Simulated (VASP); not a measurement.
# AlGa3As4 (Amm2) in VASP: further runs, part 2 of 2

VASP 6.6.1. The steps go on from the part before.

**3. Relaxation of cell and atoms, PBEsol**

This run uses another cell than the first one, of 22.77 Å³/atom, 1.007 times its volume.

INCAR reads:

```
  PREC = Accurate
  ENCUT = 600
  EDIFF = 1E-7
  ISMEAR = 0
  SIGMA = 0.03
  LREAL = False
  LASPH = True
  NELM = 80
  ALGO = Normal
  ISIF = 3
  LWAVE = False
  LCHARG = False
  GGA = PS
  IBRION = 2
  NSW = 90
  EDIFFG = -0.005
  LUSENCCL = False
```

KPOINTS reads:

```
regular mesh
0
Gamma
  6 6 6
```

POSCAR reads:

```
AlGa3As4                                
1.0
   -5.6684925924      5.6684925924     -0.0000000000
   -5.6685873823     -0.0000947899      5.6680248048
    0.0000947899      5.6685873823      5.6680248048
  Al              Ga              As            
     2     6     8
Direct
     0.0001877071219663    0.9998122928780337    0.9998122928780337
     0.5001877071219663    0.9998122928780337    0.9998122928780337
     0.0000006142282796    0.5002210716070169    0.9997776999364242
     0.0000006142282796    0.9997776999364242    0.5002210716070169
     0.5000006142282796    0.5002210716070169    0.9997776999364242
     0.5000006142282796    0.9997776999364242    0.5002210716070169
     0.9998763880809967    0.5001236119190033    0.5001236119190033
     0.4998763880809965    0.5001236119190033    0.5001236119190033
     0.8749763506140638    0.8749659117310016    0.3750813870408712
     0.3749763506140636    0.8749659117310016    0.3750813870408712
     0.8749916093739577    0.3750083906260422    0.3750083906260422
     0.8749903657383931    0.8750096342616069    0.8750096342616069
     0.3749916093739578    0.3750083906260422    0.3750083906260422
     0.3749903657383930    0.8750096342616069    0.8750096342616069
     0.8749763506140638    0.3750813870408712    0.8749659117310016
     0.3749763506140636    0.3750813870408712    0.8749659117310016
```

Potentials or basis: VASP PAW PBE potentials, release 64 (Al, Ga_d, As).

The run is started by

```sh
$ cat potpaw_PBE.64/Al/POTCAR potpaw_PBE.64/Ga_d/POTCAR potpaw_PBE.64/As/POTCAR > POTCAR
$ mpirun -np 1 vasp_std > vasp.out
```

OUTCAR:

```text
PREC = Accurate
   ENCUT = 600
   EDIFF = 1E-7
   ISMEAR = 0
   LREAL = False
   LASPH = True
   NELM = 80
   ISIF = 3
   GGA = PS
   IBRION = 2
   NSW = 90
   EDIFFG = -0.005

 ion  position               nearest neighbor table
   1  0.000  1.000  1.000-  14 2.45  12 2.45   9 2.46  15 2.46
   2  0.500  1.000  1.000-  12 2.45  14 2.45  10 2.46  16 2.46
   3  0.000  0.500  1.000-  12 2.45  15 2.45  16 2.45  11 2.46
   4  0.000  1.000  0.500-  12 2.45   9 2.45  10 2.45  11 2.46
   5  0.500  0.500  1.000-  14 2.45  16 2.45  15 2.45  13 2.46
[... 2160 lines left out ...]
  in kB        0.1462097      0.1462097      0.1037762     -0.0283310      0.0000000      0.0000000
  external PRESSURE =       0.1320652 kB  Pullay stress =       0.0000000 kB

 VOLUME and BASIS-vectors are now :
 -----------------------------------------------------------------------------
  energy-cutoff  :      600.00
  volume of cell :      364.24
      direct lattice vectors                 reciprocal lattice vectors
    -5.668545438  5.668545438  0.000000000    -0.088206050  0.088206050 -0.088217472
    -5.668567141 -0.000021703  5.667811454    -0.088205374 -0.088205374  0.088217472
     0.000021703  5.668567141  5.667811454     0.088205374  0.088205374  0.088217472

 POSITION                                       TOTAL-FORCE (eV/Angst)
 -----------------------------------------------------------------------------------
     -5.66855      5.66855     11.33308        -0.000000      0.000000     -0.003666
     -8.50282      8.50282     11.33308        -0.000000      0.000000     -0.003666
     -2.83577      5.66705      8.50171        -0.001637     -0.001637      0.000010
     -5.66705      2.83577      8.50171         0.001637      0.001637      0.000010
     -5.67004      8.50133      8.50171        -0.001637     -0.001637      0.000010
     -8.50133      5.67004      8.50171         0.001637      0.001637      0.000010
[... 8 lines left out ...]
     -7.08596      9.91968      7.08507         0.001165      0.001165      0.000310
     -4.25168      7.08541      7.08507         0.001165      0.001165      0.000310
 -----------------------------------------------------------------------------------
    total drift:                                0.000005     -0.000004     -0.001087

  FREE ENERGIE OF THE ION-ELECTRON SYSTEM (eV)
  ---------------------------------------------------
  free  energy   TOTEN  =       -74.6422227435 eV

  energy  without entropy=      -74.6422227435  energy(sigma->0) =      -74.64222274

 reached required accuracy - stopping structural energy minimisation
```

CONTCAR:

```text
AlGa3As4
    1.000000000000000
    -5.6685454383336111    5.6685454383336111    0.0000000000000000
    -5.6685671410457594   -0.0000217027121492    5.6678114542766052
     0.0000217027121492    5.6685671410457594    5.6678114542766052
  Al              Ga              As
     2     6     8
Direct
     0.0002247072562021    0.9997752927437978    0.9997752927437978
     0.5002247072562022    0.9997752927437978    0.9997752927437978
     0.0000010609580320    0.5002642153882946    0.9997336626956344
     0.0000010609580320    0.9997336626956344    0.5002642153882946
     0.5000010609580320    0.5002642153882946    0.9997336626956344
     0.5000010609580320    0.9997336626956344    0.5002642153882946
[... 8 lines left out ...]
     0.8749727129901912    0.3750778593697301    0.8749767146498875
     0.3749727129901912    0.3750778593697301    0.8749767146498875

  0.00000000E+00  0.00000000E+00  0.00000000E+00
  0.00000000E+00  0.00000000E+00  0.00000000E+00
  0.00000000E+00  0.00000000E+00  0.00000000E+00
  0.00000000E+00  0.00000000E+00  0.00000000E+00
  0.00000000E+00  0.00000000E+00  0.00000000E+00
  0.00000000E+00  0.00000000E+00  0.00000000E+00
[... 8 lines left out ...]
  0.00000000E+00  0.00000000E+00  0.00000000E+00
  0.00000000E+00  0.00000000E+00  0.00000000E+00
```

It took 13 min on 1 × NVIDIA H100 80GB with 1 thread of AMD EPYC 7R13 (Zen 3), shared host; peak memory 2.2 GiB.

Results:

| Property | Result |
| --- | --- |
| Free energy | -74.6422 eV |
| Energy gained by relaxing | 0.0 meV/atom |
| Ionic steps | 2 |
| Pressure after relaxing | 0.0 GPa |
| Largest force after relaxing | 0.004 eV/Å |
| Band gap on the k mesh | 0.64 eV |

Forces on the atoms (eV/Å):
```
Al   0.000  0.000 -0.004
Al   0.000  0.000 -0.004
Ga  -0.002 -0.002  0.000
Ga   0.002  0.002  0.000
Ga  -0.002 -0.002  0.000
Ga   0.002  0.002  0.000
Ga   0.000  0.000  0.002
Ga   0.000  0.000  0.002
As  -0.001 -0.001  0.000
As  -0.001 -0.001  0.000
As   0.000  0.000  0.000
As   0.000  0.000  0.000
As   0.000  0.000  0.000
As   0.000  0.000  0.000
As   0.001  0.001  0.000
As   0.001  0.001  0.000
```

Final structure:
```xyz
16
Lattice="-5.6685 5.6685 0.0000 -5.6686 0.0000 5.6678 0.0000 5.6686 5.6678" Properties=species:S:1:pos:R:3 pbc="T T T"
Al   -5.6685    5.6685   11.3331
Al   -8.5028    8.5028   11.3331
Ga   -2.8358    5.6671    8.5017
Ga   -5.6671    2.8358    8.5017
Ga   -5.6700    8.5013    8.5017
Ga   -8.5013    5.6700    8.5017
Ga   -8.5028    8.5028    5.6695
Ga   -5.6685    5.6685    5.6695
As   -9.9197    7.0860    7.0851
As   -7.0854    4.2517    7.0851
As   -7.0857    7.0857    4.2510
As   -9.9200    9.9200    9.9188
As   -4.2514    4.2514    4.2510
As   -7.0857    7.0857    9.9188
As   -7.0860    9.9197    7.0851
As   -4.2517    7.0854    7.0851
```

Caveat: the PAW data sets were made with another functional, which shifts forces and pressure a little.
